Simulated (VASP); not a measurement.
These are r2SCAN meta-GGA, VASP's PBE PAW potentials (set 64) (plane waves; VASP 6.6.1) values and carry that method's errors.

VASP input:

### KPOINTS
```
Regular mesh
0
Gamma
6 6 1
0 0 0
```

POSCAR:
```
Pt3Ti(111) slab
1
    5.5510122368     0.0000000000     0.0000000000
   -2.7755066191     4.8073178608     0.0000000000
    0.0000000000     0.0000000000    24.0845042745
Ti Pt
4 12
Direct
  1.0000000000   1.0000000000   0.3599935902
  0.3333330000   0.6666670000   0.4502506263
  0.6666670000   0.3333330000   0.5497493737
  1.0000000000   0.0000000000   0.6400064098
  0.4954877946   0.5045122054   0.3592757073
  0.4954877946   0.9909755892   0.3592757073
  0.0090244108   0.5045122054   0.3592757073
  0.8336851725   0.1663148275   0.4527762301
  0.8336851725   0.6673713449   0.4527762301
  0.3326286551   0.1663148275   0.4527762301
  0.1663148275   0.8336851725   0.5472237699
  0.1663148275   0.3326286551   0.5472237699
  0.6673713449   0.8336851725   0.5472237699
  0.5045122054   0.4954877946   0.6407242927
  0.5045122054   0.0090244108   0.6407242927
  0.9909755892   0.4954877946   0.6407242927
```

**INCAR**
```
SYSTEM=Pt3Ti(111) slab
PREC=Normal; ENCUT=400; LREAL=F
LASPH=T
EDIFF=1E-5; NELM=100; NELMIN=4
ALGO=Normal; LMAXMIX=6; LMIXTAU=T
ISMEAR=1; SIGMA=0.1
METAGGA=R2SCAN
IBRION=2; NSW=120; ISIF=2
EDIFFG=-0.03
LWAVE=T; LCHARG=F
DIPOL=0.5 0.5 0.5
LDIPOL=T; IDIPOL=3
```

POTCAR, in this order: Ti_sv Pt (PBE.64 set). Program: vasp_std.

Output

### OSZICAR
```
...
DAV:  17    -0.678369678079E+03    0.58039E-05   -0.23303E-06   796   0.832E-03
   7 F= -.67836968E+03 E0= -.67837159E+03  d E =-.563641E-02
       N       E                     dE             d eps       ncg     rms          rms(c)
DAV:   1    -0.678368631560E+03    0.10523E-02   -0.21618E-01  1480   0.184E+00    0.642E-02
DAV:   2    -0.678368979854E+03   -0.34829E-03   -0.88505E-03  1528   0.374E-01    0.616E-02
DAV:   3    -0.678369719749E+03   -0.73990E-03   -0.76450E-04  1800   0.122E-01    0.326E-02
DAV:   4    -0.678369816394E+03   -0.96644E-04   -0.91723E-05  1612   0.461E-02    0.251E-02
DAV:   5    -0.678369936268E+03   -0.11987E-03   -0.10087E-04  1576   0.426E-02    0.162E-02
DAV:   6    -0.678369983019E+03   -0.46751E-04   -0.32101E-05  1256   0.307E-02    0.842E-03
DAV:   7    -0.678370017299E+03   -0.34280E-04   -0.24570E-05  1064   0.216E-02    0.447E-03
DAV:   8    -0.678369979297E+03    0.38001E-04   -0.10196E-05   892   0.182E-02    0.241E-03
DAV:   9    -0.678369953287E+03    0.26010E-04   -0.60112E-06   868   0.148E-02    0.152E-03
DAV:  10    -0.678369947907E+03    0.53802E-05   -0.67814E-06   880   0.149E-02
   8 F= -.67836995E+03 E0= -.67837181E+03  d E =-.590623E-02
       N       E                     dE             d eps       ncg     rms          rms(c)
DAV:   1    -0.678365695822E+03    0.42575E-02   -0.10370E+00  1456   0.370E+00    0.171E-01
DAV:   2    -0.678361640147E+03    0.40557E-02   -0.45355E-02  1568   0.815E-01    0.142E-01
DAV:   3    -0.678367923872E+03   -0.62837E-02   -0.72334E-03  1544   0.418E-01    0.968E-02
DAV:   4    -0.678369520262E+03   -0.15964E-02   -0.19455E-03  1584   0.209E-01    0.515E-02
DAV:   5    -0.678370372709E+03   -0.85245E-03   -0.14756E-03  1440   0.197E-01    0.559E-02
DAV:   6    -0.678370722930E+03   -0.35022E-03   -0.50766E-04  1444   0.118E-01    0.138E-02
DAV:   7    -0.678371493770E+03   -0.77084E-03   -0.44669E-04  1412   0.839E-02    0.119E-02
DAV:   8    -0.678371581566E+03   -0.87795E-04   -0.75763E-05  1464   0.422E-02    0.843E-03
DAV:   9    -0.678371504048E+03    0.77517E-04   -0.49748E-05  1164   0.372E-02    0.541E-03
DAV:  10    -0.678371345646E+03    0.15840E-03   -0.12270E-04  1272   0.613E-02    0.283E-03
DAV:  11    -0.678371408782E+03   -0.63136E-04   -0.32133E-05  1084   0.293E-02    0.168E-03
DAV:  12    -0.678371484648E+03   -0.75866E-04   -0.20595E-05   984   0.256E-02    0.107E-03
DAV:  13    -0.678371514983E+03   -0.30335E-04   -0.10907E-05   932   0.191E-02    0.759E-04
DAV:  14    -0.678371507403E+03    0.75803E-05   -0.14214E-05   952   0.214E-02
   9 F= -.67837151E+03 E0= -.67837339E+03  d E =-.155950E-02
       N       E                     dE             d eps       ncg     rms          rms(c)
DAV:   1    -0.678369986525E+03    0.15285E-02   -0.31355E-01  1456   0.204E+00    0.938E-02
DAV:   2    -0.678365214887E+03    0.47716E-02   -0.15595E-02  1512   0.473E-01    0.773E-02
DAV:   3    -0.678369886089E+03   -0.46712E-02   -0.25394E-03  1504   0.242E-01    0.535E-02
DAV:   4    -0.678370821148E+03   -0.93506E-03   -0.71005E-04  1504   0.120E-01    0.285E-02
DAV:   5    -0.678371211525E+03   -0.39038E-03   -0.56192E-04  1428   0.123E-01    0.305E-02
DAV:   6    -0.678371358877E+03   -0.14735E-03   -0.19492E-04  1336   0.703E-02    0.760E-03
DAV:   7    -0.678371702613E+03   -0.34374E-03   -0.15435E-04  1320   0.525E-02    0.645E-03
DAV:   8    -0.678371660363E+03    0.42250E-04   -0.41584E-05  1204   0.353E-02    0.463E-03
DAV:   9    -0.678371585629E+03    0.74734E-04   -0.23063E-05  1012   0.277E-02    0.295E-03
DAV:  10    -0.678371640910E+03   -0.55281E-04   -0.31662E-05  1044   0.279E-02    0.147E-03
DAV:  11    -0.678371731807E+03   -0.90896E-04   -0.17057E-05   956   0.232E-02    0.977E-04
DAV:  12    -0.678371754801E+03   -0.22995E-04   -0.75165E-06   896   0.160E-02    0.625E-04
DAV:  13    -0.678371719737E+03    0.35065E-04   -0.74205E-06   880   0.156E-02    0.448E-04
DAV:  14    -0.678371737968E+03   -0.18232E-04   -0.57358E-06   852   0.130E-02    0.321E-04
DAV:  15    -0.678371730757E+03    0.72116E-05   -0.41419E-06   844   0.106E-02
  10 F= -.67837173E+03 E0= -.67837363E+03  d E =-.178285E-02
       N       E                     dE             d eps       ncg     rms          rms(c)
DAV:   1    -0.678367303476E+03    0.44345E-02   -0.57717E-01  1532   0.374E+00    0.149E-01
DAV:   2    -0.678361371863E+03    0.59316E-02   -0.48658E-02  1544   0.880E-01    0.137E-01
DAV:   3    -0.678367647053E+03   -0.62752E-02   -0.47060E-03  1628   0.382E-01    0.825E-02
DAV:   4    -0.678369867371E+03   -0.22203E-02   -0.95532E-04  1592   0.167E-01    0.446E-02
DAV:   5    -0.678371469572E+03   -0.16022E-02   -0.12232E-03  1420   0.186E-01    0.440E-02
DAV:   6    -0.678371833791E+03   -0.36422E-03   -0.70052E-04  1460   0.137E-01    0.101E-02
DAV:   7    -0.678372337699E+03   -0.50391E-03   -0.39347E-04  1416   0.102E-01    0.855E-03
DAV:   8    -0.678372410570E+03   -0.72870E-04   -0.57910E-05  1308   0.354E-02    0.696E-03
DAV:   9    -0.678372272735E+03    0.13784E-03   -0.59118E-05  1400   0.433E-02    0.463E-03
DAV:  10    -0.678372145209E+03    0.12753E-03   -0.14998E-04  1288   0.694E-02    0.288E-03
DAV:  11    -0.678372290520E+03   -0.14531E-03   -0.35200E-05  1092   0.321E-02    0.154E-03
DAV:  12    -0.678372417605E+03   -0.12709E-03   -0.24266E-05  1028   0.258E-02    0.103E-03
DAV:  13    -0.678372426864E+03   -0.92587E-05   -0.93147E-06   908   0.168E-02
  11 F= -.67837243E+03 E0= -.67837435E+03  d E =-.696107E-03
       N       E                     dE             d eps       ncg     rms          rms(c)
DAV:   1    -0.678370981178E+03    0.14364E-02   -0.17008E-01  1532   0.203E+00    0.808E-02
DAV:   2    -0.678368604185E+03    0.23770E-02   -0.14480E-02  1544   0.482E-01    0.748E-02
DAV:   3    -0.678370820587E+03   -0.22164E-02   -0.13839E-03  1636   0.207E-01    0.446E-02
DAV:   4    -0.678371425265E+03   -0.60468E-03   -0.28399E-04  1584   0.923E-02    0.239E-02
DAV:   5    -0.678371999109E+03   -0.57384E-03   -0.38526E-04  1468   0.108E-01    0.238E-02
DAV:   6    -0.678372158355E+03   -0.15925E-03   -0.21848E-04  1380   0.725E-02    0.553E-03
DAV:   7    -0.678372359699E+03   -0.20134E-03   -0.12023E-04  1312   0.528E-02    0.440E-03
DAV:   8    -0.678372269692E+03    0.90007E-04   -0.39577E-05  1108   0.359E-02    0.343E-03
DAV:   9    -0.678372250761E+03    0.18931E-04   -0.37790E-05  1168   0.377E-02    0.221E-03
DAV:  10    -0.678372448178E+03   -0.19742E-03   -0.37558E-05  1124   0.341E-02    0.139E-03
DAV:  11    -0.678372509737E+03   -0.61558E-04   -0.19107E-05   972   0.241E-02    0.846E-04
DAV:  12    -0.678372493598E+03    0.16139E-04   -0.83366E-06   916   0.163E-02    0.573E-04
DAV:  13    -0.678372493042E+03    0.55624E-06   -0.93132E-06   908   0.180E-02
  12 F= -.67837249E+03 E0= -.67837443E+03  d E =-.762285E-03
       N       E                     dE             d eps       ncg     rms          rms(c)
DAV:   1    -0.678368074173E+03    0.44194E-02   -0.27350E-01  1648   0.383E+00    0.120E-01
DAV:   2    -0.678365576007E+03    0.24982E-02   -0.45790E-02  1464   0.856E-01    0.869E-02
DAV:   3    -0.678370285981E+03   -0.47100E-02   -0.32115E-03  1740   0.256E-01    0.577E-02
DAV:   4    -0.678371568456E+03   -0.12825E-02   -0.89458E-04  1648   0.166E-01    0.494E-02
DAV:   5    -0.678372360770E+03   -0.79231E-03   -0.10421E-03  1520   0.166E-01    0.221E-02
DAV:   6    -0.678372576529E+03   -0.21576E-03   -0.24848E-04  1588   0.863E-02    0.106E-02
DAV:   7    -0.678372603305E+03   -0.26776E-04   -0.78290E-05  1472   0.471E-02    0.553E-03
DAV:   8    -0.678372515021E+03    0.88284E-04   -0.48514E-05  1180   0.422E-02    0.392E-03
DAV:   9    -0.678372640384E+03   -0.12536E-03   -0.31977E-05  1048   0.318E-02    0.296E-03
DAV:  10    -0.678372738400E+03   -0.98016E-04   -0.30330E-05  1180   0.334E-02    0.178E-03
DAV:  11    -0.678372746445E+03   -0.80455E-05   -0.11442E-05   932   0.201E-02
  13 F= -.67837275E+03 E0= -.67837468E+03  d E =-.253403E-03
```

File OUTCAR:
```
------------------------ aborting loop because EDIFF is reached ----------------------------------------
  FORCE on cell =-STRESS in cart. coord.  units (eV):
  Direction    XX          YY          ZZ          XY          YZ          ZX
  --------------------------------------------------------------------------------------
  Total      -13.3800528    -13.3800542     -0.3556879      0.0000014      0.0000000     -0.0000000
  in kB      -33.3545952    -33.3545987     -0.8866800      0.0000035      0.0000000     -0.0000000
  external PRESSURE =     -22.5319580 kB  Pullay stress =       0.0000000 kB
  volume of cell :      642.71
      direct lattice vectors                 reciprocal lattice vectors
     5.551012237  0.000000000  0.000000000     0.180147324  0.104008119  0.000000000
    -2.775506619  4.807317861  0.000000000     0.000000000  0.208016201  0.000000000
     0.000000000  0.000000000 24.084504274     0.000000000  0.000000000  0.041520473
 POSITION                                       TOTAL-FORCE (eV/Angst)
 -----------------------------------------------------------------------------------
      0.00000      0.00000      8.78751        -0.000000      0.000000     -0.000062
     -0.00000      3.20488     10.69660         0.000000      0.000000      0.000340
      2.77551      1.60244     13.38791        -0.000000      0.000000     -0.000340
      0.00000      0.00000     15.29699         0.000000      0.000000      0.000062
      1.35842      2.42059      8.63353         0.000193     -0.000111     -0.001839
     -0.00000      4.77345      8.63353        -0.000000      0.000222     -0.001839
     -1.35842      2.42059      8.63353        -0.000193     -0.000111     -0.001839
      4.15805      0.80423     10.92095         0.000385     -0.000222      0.002490
      2.77550      3.19887     10.92095        -0.000000      0.000445      0.002490
      1.39296      0.80423     10.92095        -0.000385     -0.000222      0.002490
     -1.38254      4.00309     13.16355        -0.000385      0.000222     -0.002490
      0.00000      1.60845     13.16355         0.000000     -0.000445     -0.002490
      1.38255      4.00309     13.16355         0.000385      0.000222     -0.002490
      1.41708      2.38672     15.45098        -0.000193      0.000111      0.001839
      2.77551      0.03387     15.45098         0.000000     -0.000222      0.001839
      4.13393      2.38672     15.45098         0.000193      0.000111      0.001839
 -----------------------------------------------------------------------------------
    total drift:                                0.000000     -0.000000     -0.000000
  FREE ENERGIE OF THE ION-ELECTRON SYSTEM (eV)
  ---------------------------------------------------
  free  energy   TOTEN  =      -678.3727464451 eV

  energy  without entropy=     -678.3785345233  energy(sigma->0) =     -678.37467580

 reached required accuracy - stopping structural energy minimisation
```
(Selected blocks of OUTCAR.)

**CONTCAR**
```
Pt3Ti(111) slab
   1.00000000000000
     5.5510122368000001    0.0000000000000000    0.0000000000000000
    -2.7755066191000002    4.8073178607999996    0.0000000000000000
     0.0000000000000000    0.0000000000000000   24.0845042744999986
  Ti              Pt
     4    12
Direct
     0.0000000000000000    0.0000000000000000    0.3648617653180291
     0.3333330000000032    0.6666669999999968    0.4441277485803489
     0.6666669999999968    0.3333330000000032    0.5558722514196514
     0.0000000000000000    0.0000000000000000    0.6351382346819711
     0.4964773481294034    0.5035226518705966    0.3584680460377366
     0.4964773481294034    0.9929546962587997    0.3584680460377366
     0.0070453037412003    0.5035226518705966    0.3584680460377366
     0.8327077837447034    0.1672922162552966    0.4534431681901949
     0.8327077837447034    0.6654165673894098    0.4534431681901949
     0.3345834326105903    0.1672922162552966    0.4534431681901949
     0.1672922162552966    0.8327077837447034    0.5465568318098051
     0.1672922162552966    0.3345834326105903    0.5465568318098051
     0.6654165673894098    0.8327077837447034    0.5465568318098051
     0.5035226518705966    0.4964773481294034    0.6415319539622636
     0.5035226518705966    0.0070453037412003    0.6415319539622636
     0.9929546962587997    0.4964773481294034    0.6415319539622636
```

The cell is a thin slab with vacuum, built from Pt3Ti (L1_2): (111) face.
